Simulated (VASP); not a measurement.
Given:

```xyz
3
Lattice="0.0000 2.5105 2.5105 2.5105 0.0000 2.5105 2.5105 2.5105 0.0000" Properties=species:S:1:pos:R:3 pbc="T T T"
Hf     0.0000     0.0000     0.0000
O      1.2552     1.2552     1.2552
O      3.7657     3.7657     3.7657
```

Computed with PBEsol GGA, VASP's PBE PAW potentials (set 64) (plane waves; VASP). Run with 600 eV cut-off, 8×8×8 Γ-centred mesh, Gaussian smearing of 0.050 eV, potentials Hf_pv O.

Unless said otherwise, spin-orbit coupling is left out, though it shifts the bands of the heavy elements here.

### Question
What does the run give for the energy per atom (σ→0), band gap (on the k-mesh) with the smallest direct gap where there is one?

### Answer

```yaml
band gap (on the k-mesh): 3.75 eV
smallest direct gap (on the k-mesh): 3.75 eV
energy per atom (σ→0): -10.547 eV/atom
```

Only differences to runs with the same potentials and settings are physical.

The compound is HfO2 in the fluorite structure, the high-temperature cubic form, which is unstable at 0 K; the monoclinic form is the stable one. It was relaxed first.
